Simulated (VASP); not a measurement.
**Rh: relaxation of the atoms with LDA**

Rh:

```
Rh
1.0
     0.00000    1.90322    1.90322
     1.90322    0.00000    1.90322
     1.90322    1.90322    0.00000
Rh
1
Direct
  0.00000 0.00000 0.00000
```

The cell isn't the ideal one: a relaxed cell with its volume scaled by 1.04.

```yaml
Program: VASP 6.6.1
Task: relaxation of the atoms
Functional: LDA
Potentials_or_basis: VASP PAW LDA potentials, release 64 (Rh_pv)
Cutoff: 600 eV
k_mesh: 16 × 16 × 16
Occupations: methfessel-paxton, width 0.1 eV
Spin: no spin polarisation
Further_INCAR_settings: ALGO = Fast; EDIFF = 1e-07; IBRION = 2; EDIFFG = -0.01; NSW = 40
```

```
Pressure after relaxing : -11.2 GPa
Band gap on the k mesh  : none (metal or under the smearing width)
```

Final structure:
```xyz
1
Lattice="0.0000 1.9032 1.9032 1.9032 0.0000 1.9032 1.9032 1.9032 0.0000" Properties=species:S:1:pos:R:3 pbc="T T T"
Rh    0.0000    0.0000    0.0000
```

Levels at points of the mesh, in eV from the Fermi level:
```
           k point  band 4  band 5  band 6  band 7  band 8  band 9  band 10  band 11
(0.00, 0.00, 0.00)   -8.00   -3.08   -3.08   -3.08   -0.97   -0.97    15.96    21.35
(0.50, 0.00, 0.00)   -6.13   -3.15   -3.15    0.59    0.59    0.71     8.57    15.48
(0.50, 0.50, 0.00)   -6.30   -5.95    0.58    1.00    1.00    3.21    12.22    13.20
```

Wall time 13 s on 1 thread of Intel(R) Xeon(R) 6975P-C (Granite Rapids), with other jobs on the host, peak memory 0.15 GiB.

Caveat: the relaxation stopped at its first step, so nothing moved.
